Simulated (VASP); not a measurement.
Input:

```yaml
crystal:
  lattice:
    - [-0.00473, 5.44421, 5.47169]
    - [5.44421, -0.00473, 5.47169]
    - [2.71974, 2.71974, 0.00000]
  atoms:
    - { symbol: Ga, position: [0.99885, 0.99885, 0.00230] }
    - { symbol: Ga, position: [0.00012, 0.50124, 0.99865] }
    - { symbol: Ga, position: [0.50124, 0.00012, 0.99865] }
    - { symbol: As, position: [0.12488, 0.12488, 0.25024] }
    - { symbol: As, position: [0.15767, 0.61331, 0.22902] }
    - { symbol: As, position: [0.61331, 0.15767, 0.22902] }
    - { symbol: As, position: [0.60664, 0.60664, 0.28672] }
    - { symbol: B, position: [0.49729, 0.49729, 0.00541] }
```

Level of theory: PBEsol GGA, VASP's PBE PAW potentials (set 64) (plane waves; VASP). Settings: 520 eV cut-off, 4×4×8 Γ-centred mesh, tetrahedra with Blöchl corrections, potentials Ga_d As B.

The cores are frozen, which limits the accuracy of field gradients.

Question: Give the principal components of the electric field gradient (V/Å²) and the asymmetry η at each nucleus.

Answer: 
| atom | Vxx | Vyy | Vzz | η |
|---|---|---|---|---|
| Ga1 | 13.7 | 6.2 | -19.9 | 0.37 |
| Ga2 | 9.1 | 8.6 | -17.8 | 0.03 |
| Ga3 | 9.1 | 8.6 | -17.8 | 0.03 |
| As4 | -2.9 | -2.5 | 5.5 | 0.07 |
| As5 | -33.2 | -25.8 | 59.1 | 0.13 |
| As6 | -33.2 | -25.8 | 59.1 | 0.13 |
| As7 | 59.3 | 15.5 | -74.8 | 0.58 |
| B8 | 3.2 | 0.6 | -3.7 | 0.69 |

The structure was generated: Ga3As4B was put into an ordered model structure (Amm2), which need not be its known phase. It was relaxed first.
